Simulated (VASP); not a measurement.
# GW on BN (Qingsongite), part 3 of 5

How does the gap of BN (Qingsongite) change from the starting functional to GW? The cell is of the zinc-blende type, one of the forms listed for this formula. The start is a cell from a database of measured crystal structures.

VASP 6.6.1, plane waves and PAW; the level of theory is named at each step.

So far, quasiparticle gap on the mesh (eV): step 4 (G0W0, functional PBE, start PBE) 5.83. Also gap on the k-mesh (eV): step 3 (empty bands, functional PBE) 4.46; step 5 (orbitals for another starting point, PBE) 4.46; step 6 (another starting point, functional HSE with 0.08 exact exchange) 4.88.

## 8. G0W0, functional HSE with 0.08 exact exchange, start HSE with 0.08 exact exchange

This step: G0W0 on HSE with 0.08 exact exchange; plane waves and PAW (N_GW, B_GW) (VASP 6.6.1).

G0W0 keeps orbitals and screening fixed and shifts each of the lowest NBANDSGW levels once.

The input, INCAR:

```
SYSTEM = BN
PREC = Accurate
ENCUT = 450
ISMEAR = 0
SIGMA = 0.01
LREAL = .FALSE.
LHFCALC = .TRUE.
AEXX = 0.08
GGA = PE
LASPH = .TRUE.
NBANDS = 40
PRECFOCK = Fast
HFSCREEN = 0.2
ALGO = EVGW0
NELMGW = 1
ENCUTGW = 120
NOMEGA = 64
NBANDSGW = 16
LWAVE = .FALSE.
LCHARG = .FALSE.
```

The input, POSCAR:

```
BN
1.0
    0.0000000000      1.8075000000      1.8075000000
    1.8075000000      0.0000000000      1.8075000000
    1.8075000000      1.8075000000      0.0000000000
N B
1 1
Direct
    0.7500000000      0.7500000000      0.7500000000
    0.0000000000      0.0000000000      0.0000000000
```

The input, KPOINTS:

```
Automatic mesh
0
Gamma
6 6 6
0 0 0
```

The projector-augmented-wave data sets are N_GW and B_GW (PBE family, release 64).

The run starts from files that an earlier step left in the folder.

Run with:

```
$ mpirun -np 8 vasp_std
```

Output:

```text
[banner, memory and clock lines left out]
running    8 mpi-ranks, on    1 nodes
[...]
[... a notice as in an earlier step ...]

 [... a notice as in an earlier step ...]

 LDA part: xc-table for (Slater+PW92), standard interpolation
 found WAVECAR, reading the header
 POSCAR, INCAR and KPOINTS ok, starting setup
[...]
reading WAVECAR
 the WAVECAR file was read successfully
 initial charge from wavefunction
 available memory per node:     32.46 GB, setting MAXMEM to     33235

 The Fermi energy was updated, please check that it is located mid-gap
 values below the HOMO (VB) or above the LUMO (CB) will cause erroneous energies
 E-fermi :   9.6313

 calculate exact exchange contribution
 the WAVEDER file was read successfully
energies w=
    0.000    0.000    0.865    0.000    1.728    0.000    2.587    0.000
    3.440    0.000    4.286    0.000    5.123    0.000    5.952    0.000
    6.769    0.000    7.575    0.000    8.371    0.000    9.155    0.000
[...]
total number of BLAS operations         22.78 Gflops
NQ=  12   -0.3333    0.3333    0.0000,
|.........|.........|.........|.........|.........|.........|.........|.........
 performed       2489000 updates of chi_q(r,r)
 total number of BLAS operations         24.98 Gflops
NQ=  13    0.5000    0.5000    0.0000,
|.........|.........|.........|.........|.........|.........|.........|.........
 performed       2610000 updates of chi_q(r,r)
 total number of BLAS operations         26.53 Gflops
NQ=  14    0.5000    0.3333    0.1667,
|.........|.........|.........|.........|.........|.........|.........|.........
 performed       2928000 updates of chi_q(r,r)
 total number of BLAS operations         29.48 Gflops
NQ=  15   -0.3333    0.3333    0.1667,
|.........|.........|.........|.........|.........|.........|.........|.........
 performed       3225000 updates of chi_q(r,r)
 total number of BLAS operations         32.56 Gflops
NQ=  16   -0.3333    0.5000    0.1667,
|.........|.........|.........|.........|.........|.........|.........|.........
 performed       3465000 updates of chi_q(r,r)
 total number of BLAS operations         34.53 Gflops
 resolving degeneracies of screened two electron integrals

 calculate QP shifts <psi_nk| G(iteration)W_0 |psi_nk>: iteration 1
 entering main loop
```

Run time: 14 s. Hardware: 8 MPI ranks of AMD EPYC 9R45, shared host; peak memory 1.6 GiB.

From OUTCAR (step 8):

```text
 QP shifts <psi_nk| G(iteration)W_0 |psi_nk>: iteration 1
 for sc-GW calculations column KS-energies equals QP-energies in previous step
 and V_xc(KS)=  KS-energies - (<T + V_ion + V_H > + <T+V_H+V_ion>^1  + <V_x>^1)
 k-point   1 :       0.0000    0.0000    0.0000
  band No.  KS-energies  QP-energies   sigma(KS)   V_xc(KS)     V^pw_x(r,r')   Z            occupation Imag(sigma)
      1     -13.6497     -14.8943     -17.9624     -16.3806     -26.5165       0.7869       2.0000       1.3608
      2       7.1898       6.7817     -19.0269     -18.5372     -21.9092       0.8334       2.0000       0.0581
      3       7.1898       6.7817     -19.0269     -18.5372     -21.9092       0.8334       2.0000       0.0581
      4       7.1898       6.7817     -19.0269     -18.5372     -21.9092       0.8334       2.0000       0.0581
      5      16.5664      17.8417     -11.9487     -13.4660      -6.9804       0.8405       0.0000      -0.0782
      6      16.5664      17.8417     -11.9487     -13.4660      -6.9804       0.8405       0.0000      -0.0782
      7      16.5664      17.8417     -11.9487     -13.4660      -6.9804       0.8405       0.0000      -0.0782
      8      18.1049      19.2292     -13.7181     -15.0811      -8.3367       0.8249       0.0000      -0.0955
    ...

[... 2 parts as in an earlier step ...]

[... 1 further part left out ...]
[key lines of the parts left out:]
E-fermi :   9.6313
```

GW takes the gap from 4.883 to 5.998 eV. That is +165 meV against G0W0 on PBE. The value holds for 40 bands, ENCUTGW = 120 eV and this mesh, and isn't shown to be converged in them.

## 9. Another starting point, functional HSE with 0.16 exact exchange

This step: HSE with 0.16 exact exchange; plane waves and PAW (N_GW, B_GW) (VASP 6.6.1).

To see how much the result owes to its start, the ground state is made again with HSE with 0.16 exact exchange. EDIFF is tight for accurate orbitals, and a narrow smearing avoids fractional occupations.

The input, INCAR:

```
SYSTEM = BN
PREC = Accurate
ENCUT = 450
EDIFF = 1E-08
NELM = 100
ISMEAR = 0
SIGMA = 0.01
LREAL = .FALSE.
ALGO = Normal
LHFCALC = .TRUE.
AEXX = 0.16
GGA = PE
LASPH = .TRUE.
NBANDS = 10
PRECFOCK = Fast
LORBIT = 11
LWAVE = .TRUE.
LCHARG = .FALSE.
KPAR = 8
HFSCREEN = 0.2
```

POSCAR is that of step 8.

KPOINTS is that of step 8.

Run with:

```
$ mpirun -np 8 vasp_std
```

Output:

```text
[... set-up lines as in an earlier step ...]
 entering main loop
       N       E                     dE             d eps       ncg     rms          rms(c)
DAV:   1    -0.193079901944E+02   -0.19308E+02   -0.12782E-01   446   0.447E+00    0.239E-01
DAV:   2    -0.193079069461E+02    0.83248E-04   -0.44571E-04   374   0.220E-01    0.150E-01
DAV:   3    -0.193076750062E+02    0.23194E-03   -0.15908E-04   462   0.124E-01    0.881E-02
DAV:   4    -0.193076120346E+02    0.62972E-04   -0.40409E-05   462   0.749E-02    0.508E-02
[...]
DAV:   8    -0.193075874757E+02    0.33103E-06   -0.21739E-07   468   0.649E-03    0.563E-03
DAV:   9    -0.193075873927E+02    0.83001E-07   -0.63843E-08   448   0.364E-03    0.330E-03
DAV:  10    -0.193075873892E+02    0.34850E-08   -0.19123E-08   346   0.207E-03
   1 F= -.19307587E+02 E0= -.19307587E+02  d E =-.149218-110
 writing wavefunctions
```

Run time: 12 s. Hardware: 8 MPI ranks; peak memory 1.5 GiB; 89 s of CPU time.

From OUTCAR (step 9):

```text
  FREE ENERGIE OF THE ION-ELECTRON SYSTEM (eV)
  ---------------------------------------------------
  free  energy   TOTEN  =       -19.3075873892 eV

  energy  without entropy=      -19.3075873892  energy(sigma->0) =      -19.30758739

[... 3 parts as in an earlier step ...]

[... 1 further part left out ...]
[key lines of the parts left out:]
E-fermi :   7.0657
```

## 10. Empty bands, functional HSE with 0.16 exact exchange

ALGO = Exact makes the empty bands from the converged ground state in one step. LOPTICS writes the k-derivatives of the orbitals (WAVEDER), which give the long-wavelength limit of the screening.

The input, INCAR:

```
SYSTEM = BN
PREC = Accurate
ENCUT = 450
ISMEAR = 0
SIGMA = 0.01
LREAL = .FALSE.
LHFCALC = .TRUE.
AEXX = 0.16
GGA = PE
LASPH = .TRUE.
NBANDS = 40
PRECFOCK = Fast
HFSCREEN = 0.2
ALGO = Exact
NELM = 1
LWAVE = .TRUE.
LCHARG = .FALSE.
LOPTICS = .TRUE.
NEDOS = 1000
CSHIFT = 0.1
```

POSCAR is that of step 9.

KPOINTS is that of step 9.

The run starts from files that an earlier step left in the folder.

Run with:

```
$ mpirun -np 8 vasp_std
```

Output:

```text
[... set-up lines as in an earlier step ...]
 entering main loop
       N       E                     dE             d eps       ncg     rms          rms(c)
DIA:   1    -0.193075874122E+02   -0.19308E+02    0.00000E+00     0   0.000E+00
   1 F= -.19307587E+02 E0= -.19307587E+02  d E =-.236427E-74
 writing wavefunctions
 optical routines
 imaginary and real dielectric function
 recalculating local potential from charge density
 direction            1
 direction            2
 direction            3
```

Run time: 59 s. Hardware: 8 MPI ranks; peak memory 1.6 GiB; 7.8 min of CPU time.

Parts of OUTCAR (step 10):

```text
  FREE ENERGIE OF THE ION-ELECTRON SYSTEM (eV)
  ---------------------------------------------------
  free  energy   TOTEN  =       -19.3075874122 eV

  energy  without entropy=      -19.3075874122  energy(sigma->0) =      -19.30758741

[... 3 parts as in an earlier step ...]

[... 1 further part left out ...]
[key lines of the parts left out:]
E-fermi :   7.0364
```

## 11. G0W0, functional HSE with 0.16 exact exchange, start HSE with 0.16 exact exchange

This step: G0W0 on HSE with 0.16 exact exchange; plane waves and PAW (N_GW, B_GW) (VASP 6.6.1).

One pass of GW corrects the levels to first order, with G and W from the starting orbitals.

The input, INCAR:

```
SYSTEM = BN
PREC = Accurate
ENCUT = 450
ISMEAR = 0
SIGMA = 0.01
LREAL = .FALSE.
LHFCALC = .TRUE.
AEXX = 0.16
GGA = PE
LASPH = .TRUE.
NBANDS = 40
PRECFOCK = Fast
HFSCREEN = 0.2
ALGO = EVGW0
NELMGW = 1
ENCUTGW = 120
NOMEGA = 64
NBANDSGW = 16
LWAVE = .FALSE.
LCHARG = .FALSE.
```

POSCAR is that of step 10.

KPOINTS is that of step 10.

The run starts from files that an earlier step left in the folder.

Run with:

```
$ mpirun -np 8 vasp_std
```

Output:

```text
[banner, memory and clock lines left out]
running    8 mpi-ranks, on    1 nodes
[...]
[... a notice as in an earlier step ...]

 [... a notice as in an earlier step ...]

 LDA part: xc-table for (Slater+PW92), standard interpolation
 found WAVECAR, reading the header
 POSCAR, INCAR and KPOINTS ok, starting setup
[...]
reading WAVECAR
 the WAVECAR file was read successfully
 initial charge from wavefunction
 available memory per node:     32.79 GB, setting MAXMEM to     33575

 The Fermi energy was updated, please check that it is located mid-gap
 values below the HOMO (VB) or above the LUMO (CB) will cause erroneous energies
 E-fermi :   9.5658

 calculate exact exchange contribution
 the WAVEDER file was read successfully
energies w=
    0.000    0.000    0.908    0.000    1.814    0.000    2.716    0.000
    3.611    0.000    4.500    0.000    5.379    0.000    6.248    0.000
    7.106    0.000    7.953    0.000    8.787    0.000    9.611    0.000
[...]
total number of BLAS operations         22.78 Gflops
NQ=  12   -0.3333    0.3333    0.0000,
|.........|.........|.........|.........|.........|.........|.........|.........
 performed       2489000 updates of chi_q(r,r)
 total number of BLAS operations         24.98 Gflops
NQ=  13    0.5000    0.5000    0.0000,
|.........|.........|.........|.........|.........|.........|.........|.........
 performed       2610000 updates of chi_q(r,r)
 total number of BLAS operations         26.53 Gflops
NQ=  14    0.5000    0.3333    0.1667,
|.........|.........|.........|.........|.........|.........|.........|.........
 performed       2928000 updates of chi_q(r,r)
 total number of BLAS operations         29.48 Gflops
NQ=  15   -0.3333    0.3333    0.1667,
|.........|.........|.........|.........|.........|.........|.........|.........
 performed       3225000 updates of chi_q(r,r)
 total number of BLAS operations         32.56 Gflops
NQ=  16   -0.3333    0.5000    0.1667,
|.........|.........|.........|.........|.........|.........|.........|.........
 performed       3465000 updates of chi_q(r,r)
 total number of BLAS operations         34.53 Gflops
 resolving degeneracies of screened two electron integrals

 calculate QP shifts <psi_nk| G(iteration)W_0 |psi_nk>: iteration 1
 entering main loop
```

Elapsed: 13 s, on 8 MPI ranks; peak memory 1.6 GiB.

OUTCAR, selected parts (step 11):

```text
 QP shifts <psi_nk| G(iteration)W_0 |psi_nk>: iteration 1
 for sc-GW calculations column KS-energies equals QP-energies in previous step
 and V_xc(KS)=  KS-energies - (<T + V_ion + V_H > + <T+V_H+V_ion>^1  + <V_x>^1)
 k-point   1 :       0.0000    0.0000    0.0000
  band No.  KS-energies  QP-energies   sigma(KS)   V_xc(KS)     V^pw_x(r,r')   Z            occupation Imag(sigma)
      1     -14.5301     -15.1681     -18.0790     -17.2730     -26.5340       0.7916       2.0000       1.3276
      2       6.9090       6.6845     -19.0619     -18.7944     -21.9251       0.8396       2.0000       0.0602
      3       6.9090       6.6845     -19.0619     -18.7944     -21.9251       0.8396       2.0000       0.0602
      4       6.9090       6.6845     -19.0619     -18.7944     -21.9251       0.8396       2.0000       0.0602
      5      16.8503      17.9356     -11.8663     -13.1485      -6.9561       0.8464       0.0000      -0.0796
      6      16.8503      17.9356     -11.8663     -13.1485      -6.9561       0.8464       0.0000      -0.0796
      7      16.8503      17.9356     -11.8663     -13.1485      -6.9561       0.8464       0.0000      -0.0796
      8      18.4026      19.3394     -13.6013     -14.7271      -8.2834       0.8321       0.0000      -0.0961
    ...

[... 2 parts as in an earlier step ...]

[... 1 further part left out ...]
[key lines of the parts left out:]
E-fermi :   9.5658
```

GW takes the gap from 5.314 to 6.158 eV. That is +325 meV against G0W0 on PBE. The value holds for 40 bands, ENCUTGW = 120 eV and this mesh, and isn't shown to be converged in them.

## 12. Another starting point, functional HSE with 0.25 exact exchange

This step: HSE with 0.25 exact exchange; plane waves and PAW (N_GW, B_GW) (VASP 6.6.1).

To see how much the result owes to its start, the ground state is made again with HSE with 0.25 exact exchange. EDIFF is tight for accurate orbitals, and a narrow smearing avoids fractional occupations.

The input, INCAR:

```
SYSTEM = BN
PREC = Accurate
ENCUT = 450
EDIFF = 1E-08
NELM = 100
ISMEAR = 0
SIGMA = 0.01
LREAL = .FALSE.
ALGO = Normal
LHFCALC = .TRUE.
AEXX = 0.25
GGA = PE
LASPH = .TRUE.
NBANDS = 10
PRECFOCK = Fast
LORBIT = 11
LWAVE = .TRUE.
LCHARG = .FALSE.
KPAR = 8
HFSCREEN = 0.2
```

POSCAR is that of step 11.

KPOINTS is that of step 11.

Run with:

```
$ mpirun -np 8 vasp_std
```

Output:

```text
[... set-up lines as in an earlier step ...]
 entering main loop
       N       E                     dE             d eps       ncg     rms          rms(c)
DAV:   1    -0.203672747454E+02   -0.20367E+02   -0.30319E-01   446   0.699E+00    0.366E-01
DAV:   2    -0.203677724120E+02   -0.49767E-03   -0.13403E-03   386   0.363E-01    0.236E-01
DAV:   3    -0.203671067681E+02    0.66564E-03   -0.43036E-04   434   0.203E-01    0.138E-01
DAV:   4    -0.203669300203E+02    0.17675E-03   -0.14086E-04   480   0.129E-01    0.797E-02
[...]
DAV:   9    -0.203668597076E+02    0.35444E-06   -0.18047E-07   440   0.603E-03    0.491E-03
DAV:  10    -0.203668596286E+02    0.78995E-07   -0.53092E-08   400   0.342E-03    0.287E-03
DAV:  11    -0.203668596327E+02   -0.41076E-08   -0.15289E-08   262   0.195E-03
   1 F= -.20366860E+02 E0= -.20366860E+02  d E =-.185020E-69
 writing wavefunctions
```

Wall time 12 s (8 MPI ranks); peak memory 1.5 GiB.

OUTCAR, selected parts (step 12):

```text
 POSITION                                       TOTAL-FORCE (eV/Angst)
 -----------------------------------------------------------------------------------
      2.71125      2.71125      2.71125        -0.000000     -0.000000     -0.000000
      0.00000      0.00000      0.00000         0.000000      0.000000      0.000000
 -----------------------------------------------------------------------------------
    total drift:                               -0.000002     -0.000001     -0.000001

  FREE ENERGIE OF THE ION-ELECTRON SYSTEM (eV)
  ---------------------------------------------------
  free  energy   TOTEN  =       -20.3668596327 eV

  energy  without entropy=      -20.3668596327  energy(sigma->0) =      -20.36685963

[... 2 parts as in an earlier step ...]

[... 1 further part left out ...]
[key lines of the parts left out:]
E-fermi :   6.7106
```

## 13. Empty bands, functional HSE with 0.25 exact exchange

ALGO = Exact makes the empty bands from the converged ground state in one step. LOPTICS writes the k-derivatives of the orbitals (WAVEDER), which give the long-wavelength limit of the screening.

The input, INCAR:

```
SYSTEM = BN
PREC = Accurate
ENCUT = 450
ISMEAR = 0
SIGMA = 0.01
LREAL = .FALSE.
LHFCALC = .TRUE.
AEXX = 0.25
GGA = PE
LASPH = .TRUE.
NBANDS = 40
PRECFOCK = Fast
HFSCREEN = 0.2
ALGO = Exact
NELM = 1
LWAVE = .TRUE.
LCHARG = .FALSE.
LOPTICS = .TRUE.
NEDOS = 1000
CSHIFT = 0.1
```

POSCAR is that of step 12.

KPOINTS is that of step 12.

The WAVECAR or CHGCAR of an earlier step is read.

Run with:

```
$ mpirun -np 8 vasp_std
```

Output:

```text
[... set-up lines as in an earlier step ...]
 entering main loop
       N       E                     dE             d eps       ncg     rms          rms(c)
DIA:   1    -0.203668597319E+02   -0.20367E+02    0.00000E+00     0   0.000E+00
   1 F= -.20366860E+02 E0= -.20366860E+02  d E =-.808948E-20
 writing wavefunctions
 optical routines
 imaginary and real dielectric function
 recalculating local potential from charge density
 direction            1
 direction            2
 direction            3
```

The job ended after 57 s (8 MPI ranks; peak memory 1.6 GiB).

From OUTCAR (step 13):

```text
  FREE ENERGIE OF THE ION-ELECTRON SYSTEM (eV)
  ---------------------------------------------------
  free  energy   TOTEN  =       -20.3668597319 eV

  energy  without entropy=      -20.3668597319  energy(sigma->0) =      -20.36685973

[... 3 parts as in an earlier step ...]

[... 1 further part left out ...]
[key lines of the parts left out:]
E-fermi :   6.6484
```

[end of part 3 of 5]

[Lines on the potential files, build, host, timing and source positions are cut from VASP's logs without a mark.]

[Logs are printed without paths, hosts, clocks, repeated set-up lines and the standing remarks that a program may print on its own settings, such as how far it seeks lower states.]

[Hosts, paths, dates, database ids (printed as entryN), source tags and the programs' standing remarks are cut or masked in the printed files.]

[Pressures printed for these runs are not shown converged in the cutoff: they can be off by several GPa and have the wrong sign.]
